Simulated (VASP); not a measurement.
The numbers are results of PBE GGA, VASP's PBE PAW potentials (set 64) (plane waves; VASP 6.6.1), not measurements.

A VASP calculation is set up with these files.

INCAR:
```
SYSTEM = Tm
PREC = Accurate; ENCUT = 300; LREAL = .False.
LASPH = .True.
EDIFF = 1E-6; NELM = 100; ALGO = Normal
LMAXMIX = 6
ISMEAR = 1; SIGMA = 0.136
GGA = PE
MAGMOM = 2.0 2.0 2.0 2.0
ISPIN = 2
ISIF = 2
LWAVE = .False.; LCHARG = .False.; LORBIT = 11
```

File POSCAR:
```
Tm
1.0
  3.5113440000   0.0000000000   0.0000000000
 -1.7556720000   3.0409130000   0.0000000000
  0.0000000000   0.0000000000  11.2977710000
Tm
4
Cart
  0.0000000000   0.0000000000   0.0000000000
  0.0000000000   0.0000000000   5.6488855000
 -0.0000017557   2.0272763470   2.8244427500
  1.7556737557   1.0136366530   8.4733282500
```

KPOINTS:
```
Regular mesh
0
Gamma
 6 6 2
0.5 0.5 0.5
```

POTCAR, in this order: Tm (PBE.64 set). Program: vasp_std.

The run wrote:

OUTCAR:
```
 ion  position               nearest neighbor table
   1  0.000  0.000  0.000-   3 3.48   4 3.48   3 3.48   4 3.48   4 3.48   3 3.48
   2  0.000  0.000  0.500-   3 3.48   4 3.48   3 3.48   4 3.48   4 3.48   3 3.48
   3  0.333  0.667  0.250-   1 3.48   2 3.48   1 3.48   2 3.48   1 3.48   2 3.48
   4  0.667  0.333  0.750-   1 3.48   2 3.48   1 3.48   2 3.48   1 3.48   2 3.48
  LATTYP: Found a hexagonal cell.
 ALAT       =     3.5113440000
 C/A-ratio  =     3.2175061743
 Subroutine PRICEL returns:
 Original cell was already a primitive cell.
 Subroutine GETGRP returns: Found 24 space group operations
The static configuration has the point symmetry D_3d.
 The point group associated with its full space group is D_6h.
The dynamic configuration has the point symmetry D_3d.
The overall configuration has the point symmetry D_3d.
 Subroutine INISYM returns: Found 24 space group operations
 Subroutine IBZKPT returns following result:
 Found     12 irreducible k-points:

 Following reciprocal coordinates:
            Coordinates               Weight
  0.083333  0.083333  0.250000     12.000000
  0.250000  0.083333  0.250000     24.000000
  0.416667  0.083333  0.250000     24.000000
 -0.416667  0.083333  0.250000     24.000000
 -0.250000  0.083333  0.250000     24.000000
 -0.083333  0.083333  0.250000     12.000000
  0.250000  0.250000  0.250000     12.000000
  0.416667  0.250000  0.250000     24.000000
 -0.416667  0.250000  0.250000     24.000000
 -0.250000  0.250000  0.250000     12.000000
  0.416667  0.416667  0.250000     12.000000
 -0.416667  0.416667  0.250000     12.000000
   k-points           NKPTS =     12   k-points in BZ     NKDIM =     12   number of bands    NBANDS=     59
   number of dos      NEDOS =    301   number of ions     NIONS =      4
   total plane-waves  NPLWV =  25600
   dimension x,y,z NGX =    20 NGY =   20 NGZ =   64
   dimension x,y,z NGXF=    40 NGYF=   40 NGZF=  128
   ions per type =               4
   PREC   = accura    normal or accurate (medium, high low for compatibility)
...
```

OSZICAR:
```
...
DAV:  12    -0.163819337287E+02   -0.45069E-01   -0.73294E-01  4828   0.172E+01    0.207E+01
DAV:  13    -0.162980610535E+02    0.83873E-01   -0.29944E-01  4680   0.371E+00    0.206E+01
DAV:  14    -0.163058891629E+02   -0.78281E-02   -0.74834E-02  4610   0.156E+00    0.208E+01
DAV:  15    -0.163061602852E+02   -0.27112E-03   -0.44097E-03  5080   0.306E-01    0.208E+01
DAV:  16    -0.162898705387E+02    0.16290E-01   -0.46822E-04  4690   0.412E-01    0.208E+01
DAV:  17    -0.160964415626E+02    0.19343E+00   -0.76108E-03  3977   0.497E+00    0.204E+01
DAV:  18    -0.152909207070E+02    0.80552E+00   -0.48568E-01  3802   0.287E+01    0.116E+01
DAV:  19    -0.159683177429E+02   -0.67740E+00   -0.20181E+00  4616   0.704E+00    0.310E+01
DAV:  20    -0.159018229443E+02    0.66495E-01   -0.69000E-02  4202   0.218E+00    0.306E+01
DAV:  21    -0.159873920415E+02   -0.85569E-01   -0.25241E-02  4720   0.242E+00    0.315E+01
DAV:  22    -0.159687655078E+02    0.18627E-01   -0.10128E-02  4752   0.625E-01    0.315E+01
DAV:  23    -0.159806611116E+02   -0.11896E-01   -0.33208E-03  4696   0.417E-01    0.316E+01
DAV:  24    -0.159845350466E+02   -0.38739E-02   -0.28227E-02  4294   0.107E+00    0.317E+01
DAV:  25    -0.159891568516E+02   -0.46218E-02   -0.25812E-03  3958   0.332E-01    0.317E+01
DAV:  26    -0.159490632270E+02    0.40094E-01   -0.18032E-01  4126   0.225E+00    0.318E+01
DAV:  27    -0.160204808129E+02   -0.71418E-01   -0.16247E-01  3962   0.236E+00    0.320E+01
DAV:  28    -0.161040936478E+02   -0.83613E-01   -0.36740E-02  4541   0.230E+00    0.326E+01
DAV:  29    -0.160805803021E+02    0.23513E-01   -0.65549E-03  3506   0.601E-01    0.325E+01
DAV:  30    -0.159805745596E+02    0.10001E+00   -0.11885E-01  4177   0.272E+00    0.317E+01
DAV:  31    -0.159546739413E+02    0.25901E-01   -0.83677E-02  3972   0.181E+00    0.314E+01
DAV:  32    -0.158980042447E+02    0.56670E-01   -0.62023E-02  3968   0.177E+00    0.310E+01
DAV:  33    -0.155379517133E+02    0.36005E+00   -0.40979E-01  3895   0.698E+00    0.260E+01
DAV:  34    -0.156478692176E+02   -0.10992E+00   -0.21578E-02  3927   0.138E+00    0.265E+01
DAV:  35    -0.156490690709E+02   -0.11999E-02   -0.38560E-03  4696   0.385E-01    0.265E+01
DAV:  36    -0.156551259384E+02   -0.60569E-02   -0.32938E-04  4807   0.209E-01    0.267E+01
DAV:  37    -0.155709133178E+02    0.84213E-01   -0.11210E-01  3961   0.347E+00    0.219E+01
DAV:  38    -0.156031337203E+02   -0.32220E-01   -0.11949E-01  4414   0.305E+00    0.214E+01
DAV:  39    -0.156534677842E+02   -0.50334E-01   -0.19490E-02  4665   0.164E+00    0.227E+01
DAV:  40    -0.156509876190E+02    0.24802E-02   -0.17493E-02  4485   0.192E+00    0.242E+01
DAV:  41    -0.156792896389E+02   -0.28302E-01   -0.14874E-01  4094   0.351E+00    0.270E+01
DAV:  42    -0.155206291599E+02    0.15866E+00   -0.51349E-01  3856   0.117E+01    0.169E+01
DAV:  43    -0.155882453764E+02   -0.67616E-01   -0.83458E-02  4532   0.494E+00    0.150E+01
DAV:  44    -0.154722345274E+02    0.11601E+00   -0.18462E-01  4437   0.738E+00    0.108E+01
DAV:  45    -0.155108191459E+02   -0.38585E-01   -0.77849E-02  5021   0.315E+00    0.116E+01
DAV:  46    -0.154869233245E+02    0.23896E-01   -0.45191E-02  4601   0.366E+00    0.112E+01
DAV:  47    -0.154451956121E+02    0.41728E-01   -0.25980E-01  4119   0.930E+00    0.694E+00
DAV:  48    -0.154592046526E+02   -0.14009E-01   -0.11020E-01  4558   0.515E+00    0.917E+00
DAV:  49    -0.154478710272E+02    0.11334E-01   -0.27151E-02  4869   0.175E+00    0.964E+00
DAV:  50    -0.154447426244E+02    0.31284E-02   -0.77344E-03  5172   0.174E+00    0.110E+01
DAV:  51    -0.156025067611E+02   -0.15776E+00   -0.58324E-01  3814   0.236E+01    0.848E+00
DAV:  52    -0.156271702498E+02   -0.24663E-01   -0.16226E-01  4529   0.950E+00    0.956E+00
DAV:  53    -0.156466961596E+02   -0.19526E-01   -0.28030E-02  4547   0.320E+00    0.896E+00
DAV:  54    -0.157022779319E+02   -0.55582E-01   -0.57305E-02  4289   0.405E+00    0.101E+01
DAV:  55    -0.156918968971E+02    0.10381E-01   -0.13465E-01  4108   0.993E+00    0.124E+01
DAV:  56    -0.154400085650E+02    0.25189E+00   -0.16289E+00  4161   0.215E+01    0.804E+00
DAV:  57    -0.155881909900E+02   -0.14818E+00   -0.14984E-01  4128   0.447E+00    0.961E+00
DAV:  58    -0.155327884812E+02    0.55403E-01   -0.45765E-02  5229   0.318E+00    0.113E+01
DAV:  59    -0.155252539578E+02    0.75345E-02   -0.18206E-02  5108   0.386E+00    0.107E+01
DAV:  60    -0.155240165615E+02    0.12374E-02   -0.16624E-02  4973   0.959E-01    0.109E+01
DAV:  61    -0.155525327273E+02   -0.28516E-01   -0.90264E-02  4024   0.996E+00    0.892E+00
DAV:  62    -0.155240534407E+02    0.28479E-01   -0.72404E-02  4935   0.406E+00    0.117E+01
DAV:  63    -0.155402943604E+02   -0.16241E-01   -0.81204E-03  4789   0.115E+00    0.120E+01
DAV:  64    -0.155431541069E+02   -0.28597E-02   -0.41725E-03  4885   0.350E-01    0.121E+01
DAV:  65    -0.155474976615E+02   -0.43436E-02   -0.15287E-03  5133   0.405E-01    0.125E+01
DAV:  66    -0.156483489173E+02   -0.10085E+00   -0.10145E-01  3943   0.981E+00    0.147E+01
DAV:  67    -0.155808398091E+02    0.67509E-01   -0.45050E-02  4694   0.271E+00    0.120E+01
DAV:  68    -0.155675416123E+02    0.13298E-01   -0.74088E-03  4813   0.691E-01    0.114E+01
DAV:  69    -0.155655372134E+02    0.20044E-02   -0.38058E-03  4699   0.133E+00    0.115E+01
DAV:  70    -0.155650017667E+02    0.53545E-03   -0.21888E-03  4768   0.986E-01    0.113E+01
DAV:  71    -0.158360475469E+02   -0.27105E+00   -0.40024E-01  4062   0.138E+01    0.175E+01
DAV:  72    -0.158380311536E+02   -0.19836E-02   -0.78611E-02  4536   0.563E+00    0.185E+01
DAV:  73    -0.158294449683E+02    0.85862E-02   -0.20161E-02  5016   0.197E+00    0.178E+01
DAV:  74    -0.158678334915E+02   -0.38389E-01   -0.15282E-02  4632   0.132E+00    0.186E+01
DAV:  75    -0.158707457089E+02   -0.29122E-02   -0.22012E-03  4920   0.324E-01    0.188E+01
DAV:  76    -0.159629505177E+02   -0.92205E-01   -0.46536E-01  3872   0.129E+01    0.207E+01
DAV:  77    -0.160183380027E+02   -0.55387E-01   -0.28590E-02  4434   0.567E+00    0.217E+01
DAV:  78    -0.160246324181E+02   -0.62944E-02   -0.16363E-02  4504   0.274E+00    0.225E+01
DAV:  79    -0.160519087714E+02   -0.27276E-01   -0.87783E-03  4616   0.126E+00    0.228E+01
DAV:  80    -0.159121537723E+02    0.13975E+00   -0.36675E-02  4066   0.319E+00    0.228E+01
DAV:  81    -0.156759659461E+02    0.23619E+00   -0.13304E+00  3955   0.905E+00    0.184E+01
DAV:  82    -0.158297354131E+02   -0.15377E+00   -0.30707E-01  4170   0.457E+00    0.202E+01
DAV:  83    -0.156081178422E+02    0.22162E+00   -0.58548E-02  4160   0.584E+00    0.195E+01
DAV:  84    -0.155903367948E+02    0.17781E-01   -0.74458E-01  3886   0.855E+00    0.166E+01
DAV:  85    -0.157694773803E+02   -0.17914E+00   -0.18687E+00  4244   0.940E+00    0.123E+01
DAV:  86    -0.157184746440E+02    0.51003E-01   -0.28573E-01  4305   0.106E+01    0.636E+00
DAV:  87    -0.156271618248E+02    0.91313E-01   -0.15555E-01  4568   0.679E+00    0.669E+00
DAV:  88    -0.154130511037E+02    0.21411E+00   -0.95199E-02  4390   0.833E+00    0.784E+00
DAV:  89    -0.151902103625E+02    0.22284E+00   -0.37561E-02  4512   0.714E+00    0.803E+00
DAV:  90    -0.150962376523E+02    0.93973E-01   -0.34587E-02  5045   0.338E+00    0.711E+00
DAV:  91    -0.149235353540E+02    0.17270E+00   -0.97247E-03  4900   0.316E+00    0.717E+00
DAV:  92    -0.146223218856E+02    0.30121E+00   -0.24800E-02  4743   0.267E+00    0.647E+00
DAV:  93    -0.146765575126E+02   -0.54236E-01   -0.85228E-03  4636   0.729E-01    0.670E+00
DAV:  94    -0.146742961243E+02    0.22614E-02   -0.14966E-03  4880   0.290E-01    0.678E+00
DAV:  95    -0.146553988239E+02    0.18897E-01   -0.10098E-03  4575   0.332E-01    0.667E+00
DAV:  96    -0.146752016402E+02   -0.19803E-01   -0.86666E-02  3994   0.345E+00    0.692E+00
DAV:  97    -0.146697396721E+02    0.54620E-02   -0.35939E-03  4510   0.140E+00    0.692E+00
DAV:  98    -0.147044729993E+02   -0.34733E-01   -0.16861E-03  4402   0.762E-01    0.667E+00
DAV:  99    -0.146746149151E+02    0.29858E-01   -0.64551E-04  4311   0.686E-01    0.662E+00
DAV: 100    -0.146713594019E+02    0.32555E-02   -0.19875E-04  4880   0.200E-01
   1 F= -.14671359E+02 E0= -.14654241E+02  d E =-.513561E-01  mag=     4.6516
```

File OUTCAR:
```
------------------------ aborting loop EDIFF was not reached (unconverged)  ----------------------------
  FORCE on cell =-STRESS in cart. coord.  units (eV):
  Direction    XX          YY          ZZ          XY          YZ          ZX
  --------------------------------------------------------------------------------------
  Total       36.5971007     36.5970981      7.3997823      0.0000000      0.0000000      0.0000000
  in kB      486.0569100    486.0568763     98.2786957      0.0000000      0.0000000      0.0000000
  external PRESSURE =     356.7974940 kB  Pullay stress =       0.0000000 kB
  volume of cell :      120.63
      direct lattice vectors                 reciprocal lattice vectors
     3.511344000  0.000000000  0.000000000     0.284791237  0.164424303  0.000000000
    -1.755672000  3.040913000  0.000000000     0.000000000  0.328848606  0.000000000
     0.000000000  0.000000000 11.297771000     0.000000000  0.000000000  0.088513035
 POSITION                                       TOTAL-FORCE (eV/Angst)
 -----------------------------------------------------------------------------------
      0.00000      0.00000      0.00000         0.000000     -0.000000      0.000000
      0.00000      0.00000      5.64889         0.000000     -0.000000      0.000000
     -0.00000      2.02728      2.82444         0.000000      0.000000      0.000000
      1.75567      1.01364      8.47333        -0.000000     -0.000000     -0.000000
 -----------------------------------------------------------------------------------
    total drift:                                0.000000     -0.000000      0.000000
  FREE ENERGIE OF THE ION-ELECTRON SYSTEM (eV)
  ---------------------------------------------------
  free  energy   TOTEN  =       -14.6713594019 eV

  energy  without entropy=      -14.6200033109  energy(sigma->0) =      -14.65424070

 total charge

# of ion       s       p       d       f       tot
--------------------------------------------------
    1        2.219   5.936   0.437  12.526  21.117
    2        2.219   5.936   0.437  12.526  21.117
    3        2.222   5.935   0.428  12.308  20.893
    4        2.222   5.935   0.428  12.308  20.893
--------------------------------------------------
tot          8.881  23.743   1.730  49.668  84.021

 magnetization (x)

# of ion       s       p       d       f       tot
--------------------------------------------------
    1        0.001  -0.031  -0.052   1.248   1.166
    2        0.001  -0.031  -0.052   1.248   1.166
    3        0.004  -0.033  -0.034   1.499   1.435
    4        0.004  -0.033  -0.034   1.499   1.435
--------------------------------------------------
tot          0.009  -0.127  -0.173   5.494   5.203
```
(Selected blocks of OUTCAR.)

**stdout**
```
...
DAV:  81    -0.156759659461E+02    0.23619E+00   -0.13304E+00  3955   0.905E+00    0.184E+01
DAV:  82    -0.158297354131E+02   -0.15377E+00   -0.30707E-01  4170   0.457E+00    0.202E+01
DAV:  83    -0.156081178422E+02    0.22162E+00   -0.58548E-02  4160   0.584E+00    0.195E+01
DAV:  84    -0.155903367948E+02    0.17781E-01   -0.74458E-01  3886   0.855E+00    0.166E+01
DAV:  85    -0.157694773803E+02   -0.17914E+00   -0.18687E+00  4244   0.940E+00    0.123E+01
DAV:  86    -0.157184746440E+02    0.51003E-01   -0.28573E-01  4305   0.106E+01    0.636E+00
DAV:  87    -0.156271618248E+02    0.91313E-01   -0.15555E-01  4568   0.679E+00    0.669E+00
DAV:  88    -0.154130511037E+02    0.21411E+00   -0.95199E-02  4390   0.833E+00    0.784E+00
DAV:  89    -0.151902103625E+02    0.22284E+00   -0.37561E-02  4512   0.714E+00    0.803E+00
DAV:  90    -0.150962376523E+02    0.93973E-01   -0.34587E-02  5045   0.338E+00    0.711E+00
DAV:  91    -0.149235353540E+02    0.17270E+00   -0.97247E-03  4900   0.316E+00    0.717E+00
DAV:  92    -0.146223218856E+02    0.30121E+00   -0.24800E-02  4743   0.267E+00    0.647E+00
DAV:  93    -0.146765575126E+02   -0.54236E-01   -0.85228E-03  4636   0.729E-01    0.670E+00
DAV:  94    -0.146742961243E+02    0.22614E-02   -0.14966E-03  4880   0.290E-01    0.678E+00
DAV:  95    -0.146553988239E+02    0.18897E-01   -0.10098E-03  4575   0.332E-01    0.667E+00
DAV:  96    -0.146752016402E+02   -0.19803E-01   -0.86666E-02  3994   0.345E+00    0.692E+00
DAV:  97    -0.146697396721E+02    0.54620E-02   -0.35939E-03  4510   0.140E+00    0.692E+00
DAV:  98    -0.147044729993E+02   -0.34733E-01   -0.16861E-03  4402   0.762E-01    0.667E+00
DAV:  99    -0.146746149151E+02    0.29858E-01   -0.64551E-04  4311   0.686E-01    0.662E+00
DAV: 100    -0.146713594019E+02    0.32555E-02   -0.19875E-04  4880   0.200E-01

 -----------------------------------------------------------------------------
|                                                                             |
|           W    W    AA    RRRRR   N    N  II  N    N   GGGG   !!!           |
|           W    W   A  A   R    R  NN   N  II  NN   N  G    G  !!!           |
|           W    W  A    A  R    R  N N  N  II  N N  N  G       !!!           |
|           W WW W  AAAAAA  RRRRR   N  N N  II  N  N N  G  GGG   !            |
|           WW  WW  A    A  R   R   N   NN  II  N   NN  G    G                |
|           W    W  A    A  R    R  N    N  II  N    N   GGGG   !!!           |
|                                                                             |
|     The electronic self-consistency was not achieved in the given           |
|     number of steps (NELM). The forces and other quantities evaluated       |
|     might not be reliable so examine the results carefully. If you find     |
|     spurious results, we suggest increasing NELM, if you were close to      |
|     convergence or switching to a different ALGO or adjusting the           |
|     density mixing parameters otherwise.                                    |
|                                                                             |
 -----------------------------------------------------------------------------

   1 F= -.14671359E+02 E0= -.14654241E+02  d E =-.513561E-01  mag=     4.6516
```

The run did not converge; its last values are not results.

At this cut-off the stress carries a Pulay error, which pulls relaxed volumes low.

The structure was generated: Tm was put into an ordered model structure, which need not be its known phase. The cell was not relaxed at this level. The k-mesh is coarse (spacing up to 0.34 per Å, 2π included), so the numbers may not be converged in it. The run is one of a series of settings (KPOINTS 6×6×2 Γ-centred mesh shifted by (0.5, 0.5, 0.5) against the base run), some of them coarse on purpose.
